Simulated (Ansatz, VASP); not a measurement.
# Hg2C: VASP beside Ansatz

```
C Hg
1.0
     0.00000    2.87405    2.87405
     2.87405    0.00000    2.87405
     2.87405    2.87405    0.00000
C Hg
1 2
Direct
  0.00000 0.00000 0.00000
  0.25000 0.25000 0.25000
  0.75000 0.75000 0.75000
```

The cell comes from a database or a generator and needn't be the stable form of this composition.

Alike in both runs: task single point; functional PBE; k mesh 6 × 6 × 6; occupations gaussian, width 0.05 eV; no spin polarisation.

|  | VASP | Ansatz |
| --- | --- | --- |
| version | VASP 6.6.1 | Ansatz 0.2.0 |
| potentials or method | VASP PAW PBE potentials, release 64 (C, Hg) | scalar-relativistic, plane waves, PAW |
| plane-wave cutoff (eV) | 520 | 420 |
| valence electrons in the cell | 28 | 44 |

|  | VASP | Ansatz | Ansatz less VASP |
| --- | --- | --- | --- |
| gap on the k mesh at the Fermi level (eV) | none | none | - |
| pressure (GPa) | 19.9 | 18.5 | -1.39 |

A gap of «none» marks a metal or a gap that the smearing closes. The functional is the same, so the differences come from potentials, cutoffs and numerics. The two sets of potentials don't hold the same shells in valence.

Caveats: so large a pressure means that the cell lies far from this level's equilibrium, or that cutoff or potentials fall short (VASP). The runs have no spin-orbit coupling, so splittings on Hg are missing.
